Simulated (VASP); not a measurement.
Computed with r2SCAN meta-GGA, VASP's PBE PAW potentials (set 64) (plane waves; VASP 6.6.1).

A VASP calculation is set up with these files.

File KPOINTS:
```
kpoints
0
Gamma
 9 7 1
0 0 0
```

### INCAR
```
LCHARG = .FALSE.
METAGGA = R2SCAN
IDIPOL = 3
LORBIT = 11
LVHAR = .TRUE.
LMIXTAU = .TRUE.
LREAL = .FALSE.
LDIPOL = .TRUE.
LASPH = .TRUE.   ! aspherical one-centre terms
SIGMA = 0.1   ! width (eV)
LWAVE = .FALSE.
NELM = 100   ! most electronic steps
LMAXMIX = 4
NELMIN = 4
SYSTEM = TiC(110) slab
DIPOL = 0.5 0.5 0.5
ALGO = Normal   ! blocked Davidson
ENCUT = 450   ! plane-wave cut-off (eV)
ISMEAR = 1
EDIFF = 1E-6   ! SCF stop (eV)
PREC = Normal
```

POSCAR:
```
TiC(110) slab
1
    3.0635934517     0.0000000000     0.0000000000
    0.0000000000     4.3325759221     0.0000000000
    0.0000000000     0.0000000000    24.1997048733
Ti C
6 6
Direct
  0.0000000000   0.0000000000   0.3479707114
  0.5000000000   0.5000000000   0.4026593763
  0.0000000000   0.0000000000   0.4707801681
  0.5000000000   0.5000000000   0.5292198319
  0.0000000000   0.0000000000   0.5973406237
  0.5000000000   0.5000000000   0.6520292886
  0.5000000000   0.0000000000   0.4023840296
  0.0000000000   0.5000000000   0.3436883472
  0.5000000000   0.0000000000   0.5302860816
  0.0000000000   0.5000000000   0.4697139184
  0.5000000000   0.0000000000   0.6563116528
  0.0000000000   0.5000000000   0.5976159704
```

POTCAR, in this order: Ti_sv C (PBE.64 set). Program: vasp_std. Read from the step before: WAVECAR.

The resulting files:

### OUTCAR
```
 ion  position               nearest neighbor table
   1  0.000  0.000  0.348-   7 2.02   7 2.02   8 2.17   8 2.17
   2  0.500  0.500  0.403-   8 2.09   8 2.09   7 2.17   7 2.17  10 2.23  10 2.23
   3  0.000  0.000  0.471-   9 2.10   9 2.10  10 2.17  10 2.17   7 2.26   7 2.26
   4  0.500  0.500  0.529-  10 2.10  10 2.10   9 2.17   9 2.17  12 2.26  12 2.26
   5  0.000  0.000  0.597-  11 2.09  11 2.09  12 2.17  12 2.17   9 2.23   9 2.23
   6  0.500  0.500  0.652-  12 2.02  12 2.02  11 2.17  11 2.17
   7  0.500  0.000  0.402-   1 2.02   1 2.02   2 2.17   2 2.17   3 2.26   3 2.26
   8  0.000  0.500  0.344-   2 2.09   2 2.09   1 2.17   1 2.17
   9  0.500  0.000  0.530-   3 2.10   3 2.10   4 2.17   4 2.17   5 2.23   5 2.23
  10  0.000  0.500  0.470-   4 2.10   4 2.10   3 2.17   3 2.17   2 2.23   2 2.23
  11  0.500  0.000  0.656-   5 2.09   5 2.09   6 2.17   6 2.17
  12  0.000  0.500  0.598-   6 2.02   6 2.02   5 2.17   5 2.17   4 2.26   4 2.26
  LATTYP: Found a simple orthorhombic cell.
 ALAT       =     3.0635934517
 B/A-ratio  =     1.4142137299
 C/A-ratio  =     7.8991241021
 Subroutine PRICEL returns:
 Original cell was already a primitive cell.
 Subroutine GETGRP returns: Found  8 space group operations
The static configuration has the point symmetry C_2v.
 The point group associated with its full space group is D_2h.
The dynamic configuration has the point symmetry C_2v.
 Subroutine INISYM returns: Found  8 space group operations
 Subroutine IBZKPT returns following result:
...
```

### OSZICAR
```
       N       E                     dE             d eps       ncg     rms          rms(c)
DAV:   1    -0.142784291311E+03   -0.14278E+03   -0.18569E-05  1852   0.237E-02    0.299E-03
DAV:   2    -0.142784278005E+03    0.13306E-04   -0.69282E-06  2408   0.269E-02    0.382E-03
DAV:   3    -0.142784273103E+03    0.49025E-05   -0.24489E-06  1949   0.171E-02    0.102E-03
DAV:   4    -0.142784268249E+03    0.48536E-05   -0.12142E-06  1543   0.775E-03    0.551E-04
DAV:   5    -0.142784276725E+03   -0.84757E-05   -0.93787E-07  1463   0.848E-03    0.307E-04
DAV:   6    -0.142784266139E+03    0.10586E-04   -0.56523E-07  1436   0.611E-03    0.195E-04
DAV:   7    -0.142784268242E+03   -0.21035E-05   -0.97579E-07  1442   0.928E-03    0.157E-04
DAV:   8    -0.142784268678E+03   -0.43600E-06   -0.38831E-07  1333   0.602E-03
   1 F= -.14278427E+03 E0= -.14278385E+03  d E =-.126492E-02
```

**OUTCAR**
```
------------------------ aborting loop because EDIFF is reached ----------------------------------------
  FORCE on cell =-STRESS in cart. coord.  units (eV):
  Direction    XX          YY          ZZ          XY          YZ          ZX
  --------------------------------------------------------------------------------------
  Total        7.8532997     -8.5366890     -0.4438631      0.0000000      0.0000000      0.0000000
  in kB       39.1719662    -42.5806866     -2.2139724      0.0000000      0.0000000      0.0000000
  external PRESSURE =      -1.8742309 kB  Pullay stress =       0.0000000 kB
  volume of cell :      321.21
      direct lattice vectors                 reciprocal lattice vectors
     3.063593452  0.000000000  0.000000000     0.326414068  0.000000000  0.000000000
     0.000000000  4.332575922  0.000000000     0.000000000  0.230809573  0.000000000
     0.000000000  0.000000000 24.199704873     0.000000000  0.000000000  0.041322818
 POSITION                                       TOTAL-FORCE (eV/Angst)
 -----------------------------------------------------------------------------------
      0.00000      0.00000      8.42079         0.000000      0.000000     -0.001695
      1.53180      2.16629      9.74424         0.000000      0.000000     -0.004058
      0.00000      0.00000     11.39274         0.000000      0.000000      0.013062
      1.53180      2.16629     12.80696         0.000000      0.000000     -0.013062
      0.00000      0.00000     14.45547         0.000000      0.000000      0.004058
      1.53180      2.16629     15.77892         0.000000      0.000000      0.001695
      1.53180      0.00000      9.73757         0.000000      0.000000     -0.003475
      0.00000      2.16629      8.31716         0.000000      0.000000      0.015677
      1.53180      0.00000     12.83277         0.000000      0.000000      0.016760
      0.00000      2.16629     11.36694         0.000000      0.000000     -0.016760
      1.53180      0.00000     15.88255         0.000000      0.000000     -0.015677
      0.00000      2.16629     14.46213         0.000000      0.000000      0.003475
 -----------------------------------------------------------------------------------
    total drift:                                0.000000      0.000000      0.000000
  FREE ENERGIE OF THE ION-ELECTRON SYSTEM (eV)
  ---------------------------------------------------
  free  energy   TOTEN  =      -142.7842686784 eV

  energy  without entropy=     -142.7830037570  energy(sigma->0) =     -142.78384704

 total charge

# of ion       s       p       d       tot
------------------------------------------
    1        2.207   6.189   1.974  10.371
    2        2.203   6.252   1.930  10.384
    3        2.198   6.252   1.912  10.362
    4        2.198   6.252   1.912  10.362
    5        2.203   6.252   1.930  10.384
    6        2.207   6.189   1.974  10.371
    7        0.913   1.550   0.000   2.463
    8        0.926   1.410   0.000   2.336
    9        0.911   1.519   0.000   2.430
   10        0.911   1.519   0.000   2.430
   11        0.926   1.410   0.000   2.336
   12        0.913   1.550   0.000   2.463
--------------------------------------------------
tot         18.718  46.343  11.632  76.693
```
(Selected blocks of OUTCAR.)

OUTCAR:
```
 val. band max:        1.3620443398   @ k =   0.4444   0.0000   0.0000

 cond. band min:       1.3803103455   @ k =   0.1111   0.0000   0.0000


 Fermi energy:         1.3724046162

 k-point     1 :       0.0000    0.0000    0.0000
  band No.  band energies     occupation
      1     -57.8907      2.00000
      2     -57.8905      2.00000
      3     -57.6849      2.00000
      4     -57.6207      2.00000
      5     -57.3667      2.00000
      6     -57.3653      2.00000
      7     -33.3864      2.00000
      8     -33.3815      2.00000
      9     -33.0690      2.00000
     10     -33.0685      2.00000
     11     -33.0620      2.00000
     12     -32.9834      2.00000
     13     -32.9706      2.00000
     14     -32.9461      2.00000
     15     -32.9349      2.00000
     16     -32.8213      2.00000
     17     -32.7582      2.00000
     18     -32.7099      2.00000
     19     -32.6258      2.00000
     20     -32.5837      2.00000
     21     -32.5604      2.00000
     22     -32.5493      2.00000
     23     -32.4723      2.00000
     24     -32.4694      2.00000
     25     -11.5605      2.00000
     26     -10.6693      2.00000
     27      -9.5394      2.00000
     28      -9.4210      2.00000
     29      -8.7173      2.00000
     30      -8.4865      2.00000
     31      -3.4220      2.00000
     32      -2.4835      2.00000
     33      -2.3344      2.00000
     34      -2.2018      2.00000
     35      -2.0938      2.00000
     36      -1.4012      2.00000
     37      -1.3982      2.00000
     38      -1.3004      2.00000
     39      -1.0317      2.00000
     40      -0.5092      2.00000
     41      -0.4468      2.00000
     42      -0.4119      2.00000
     43      -0.2226      2.00000
     44       0.3251      2.00000
     45       0.4984      2.00000
     46       1.2384      2.06745
     47       1.5137     -0.06256
     48       1.5237     -0.05418
     49       1.7984     -0.00000
     50       2.2474     -0.00000
     51       2.3464     -0.00000
...
```

At this cut-off the stress carries a Pulay error, which pulls relaxed volumes low.

The cell is a thin slab with vacuum, built from TiC (rock salt): (110) face.
